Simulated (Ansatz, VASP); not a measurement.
**Hf3Co in VASP and in Ansatz**

```
Hf Co
1.0
     4.23970    0.00000    0.00000
     0.00000    4.23970    0.00000
     0.00000    0.00000    4.23970
Hf Co
3 1
Direct
  0.00000 0.50000 0.50000
  0.50000 0.00000 0.50000
  0.50000 0.50000 0.00000
  0.00000 0.00000 0.00000
```

Alike in both runs: functional PBE; k mesh 12 × 12 × 12; occupations gaussian, width 0.1 eV; no spin polarisation.

Ansatz relaxed the structure, and its values are those at the end. VASP's run is a single point on that final structure, the one shown.

|  | VASP | Ansatz |
| --- | --- | --- |
| version | VASP 6.6.1 | Ansatz 0.2.0 |
| potentials or method | VASP PAW PBE potentials, release 64 (Hf_pv, Co) | scalar-relativistic, plane waves, PAW |
| plane-wave cutoff (eV) | 520 | 420 |
| valence electrons in the cell | 39 | 95 |

Ansatz gave:

| Property | Result |
| --- | --- |
| gap on the k mesh at the Fermi level (eV) | none |
| pressure (GPa) | 0.0 |

What did VASP give for the same quantities?

gap on the k mesh at the Fermi level (eV): none; pressure (GPa): -0.8.

A gap of «none» marks a metal or a gap that the smearing closes. With one functional, cell and mesh, what is left measures potentials, basis and numerics. The two sets of potentials don't hold the same shells in valence.

The runs have no spin-orbit coupling, so splittings on Hf are missing. Spin polarisation is off, so any magnetic state and its effect on volume and gap are missing.
